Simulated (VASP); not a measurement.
Wanted: the native input for a VASP 6.6.1 run.

```
Task                   : single point
Functional             : PBE
Potentials or basis    : VASP PAW PBE potentials, release 64 (Ta_pv, N, O)
Cutoff                 : 520 eV
k mesh                 : 4 × 4 × 4
Occupations            : fermi-dirac, width 0.5 eV
Spin                   : no spin polarisation
Dipole correction      : no
Further INCAR settings : LREAL = Auto; ALGO = Fast; EDIFF = 1e-06; NBANDS = 81
```

The structure of Ta8N8O (a cell with a defect) lies in POSCAR:

```
Ta8N8O
1.0
    0.0000000000      4.4341805500      4.4341805500
    4.4341805500      0.0000000000      4.4341805500
    4.4341805500      4.4341805500      0.0000000000
Ta N O
8 8 1
Direct
    0.2732823184      0.2447022045      0.2373212843
    0.2451992798      0.2728347204      0.7450535519
    0.2589160280      0.7346422646      0.2718346226
    0.2452109656      0.7369395758      0.7450631956
    0.7351148062      0.2584111736      0.2350181116
    0.7374342796      0.2446759698      0.7732213606
    0.7351237094      0.7714698431      0.2350149711
    0.7719725863      0.7346292683      0.7587900579
    0.0050004515     -0.0297909329      0.0546030850
   -0.0292971443      0.0045249723      0.4705752965
    0.0122103415      0.4796098264      0.0285924854
   -0.0292838244      0.5542244510      0.4705734585
    0.4800973807      0.0117254760     -0.0200258907
    0.5547173232     -0.0298106557      0.5049097067
    0.4800997752      0.5282130823     -0.0200129102
    0.5287290513      0.4795986870      0.5120994143
    0.1252843324      0.1247881274      0.6251678517
```

The cell was built by a generator and needn't be a form met in nature.

These files were run (other wordings do the same):

INCAR

```
SYSTEM = Ta8N8O
  ALGO = Fast
  EDIFF = 1E-6
  ENCUT = 520
  GGA = PE
  ISIF = 2
  ISMEAR = -1
  LASPH = .True.
  LCHARG = .False.
  LREAL = Auto
  LWAVE = .False.
  NBANDS = 81
  NELM = 100
  PREC = Accurate
  SIGMA = 0.5
```

KPOINTS

```
k-points
0
Gamma
  4 4 4
  0 0 0
```

Potentials or basis: VASP PAW PBE potentials, release 64 (Ta_pv, N, O).

Launch:

```console
$ cat potpaw_PBE.64/Ta_pv/POTCAR potpaw_PBE.64/N/POTCAR potpaw_PBE.64/O/POTCAR > POTCAR
$ mpirun -np 1 vasp_std > vasp.out
```

It gave:

- Pressure: 21.7 GPa
- Largest force: 0.062 eV/Å
- Band gap on the k mesh: none (metal or under the smearing width)

Wall time 41 min on 1 thread of Intel(R) Xeon(R) Platinum 8488C (Sapphire Rapids), on a shared host, peak memory 0.57 GiB.
